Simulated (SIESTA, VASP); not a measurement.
VASP input:

File POSCAR:
```
Ca
1
    0.0000000000     2.7900000000     2.7900000000
    2.7900000000     0.0000000000     2.7900000000
    2.7900000000     2.7900000000     0.0000000000
Ca
1
Direct
  0.0000000000   0.0000000000   0.0000000000
```

KPOINTS:
```
Automatic mesh
0
Gamma
2 2 2
0 0 0
```

INCAR:
```
ISMEAR = 0
LREAL = .FALSE.
ALGO = Normal
ISIF = 2
LASPH = .TRUE.   # aspherical one-centre terms
ENCUT = 300   # plane-wave cut-off (eV)
SIGMA = 0.2
LWAVE = .FALSE.
EDIFF = 1E-6   # SCF stop (eV)
GGA = PE   # PBE
SYSTEM = Ca
LCHARG = .FALSE.
NELM = 100   # most electronic steps
PREC = Accurate
```

POTCAR, in this order: Ca_sv (PBE.64 set). Program: vasp_std.

Task: Translate it to SIESTA.

Result: One input that does it (GGA PBE, numerical atomic orbitals DZP, PseudoDojo PBE standard norm-conserving potentials (rewritten from UPF to PSML)):
```
# files in the folder: Ca.psml (PseudoDojo PBE standard)
SystemName  Ca
SystemLabel siesta

NumberOfAtoms                1
NumberOfSpecies              1
%block ChemicalSpeciesLabel
  1 20 Ca
%endblock ChemicalSpeciesLabel
LatticeConstant              3.945656 Ang
%block LatticeVectors
     0.000000000    0.707106752    0.707106752
     0.707106752    0.000000000    0.707106752
     0.707106752    0.707106752    0.000000000
%endblock LatticeVectors
AtomicCoordinatesFormat      Fractional
%block AtomicCoordinatesAndAtomicSpecies
     0.000000000    0.000000000    0.000000000  1
%endblock AtomicCoordinatesAndAtomicSpecies

XC.functional                GGA
XC.authors                   PBE
PAO.BasisSize                DZP
PAO.EnergyShift              0.01 Ry
MeshCutoff                   350 Ry
%block kgrid.MonkhorstPack
    2   0   0  0.0
    0   2   0  0.0
    0   0   2  0.0
%endblock kgrid.MonkhorstPack
OccupationFunction           MP
OccupationMPOrder            0
ElectronicTemperature        2320.9 K

MaxSCFIterations             150
SCF.Mixer.Method             Pulay
SCF.Mixer.Weight             0.1
SCF.Mixer.History            6
SCF.DM.Tolerance             1.0E-05
Diag.ParallelOverK           true
WriteForces                  true
Charge.Mulliken              end
```
Both are inputs of real runs that ended normally. What can't carry over is the choice of potentials or basis and its cut-off, and each code's defaults.

The structure is a typed Ca crystal (Fm-3m). The cell was not relaxed at this level, and it may have been scaled.
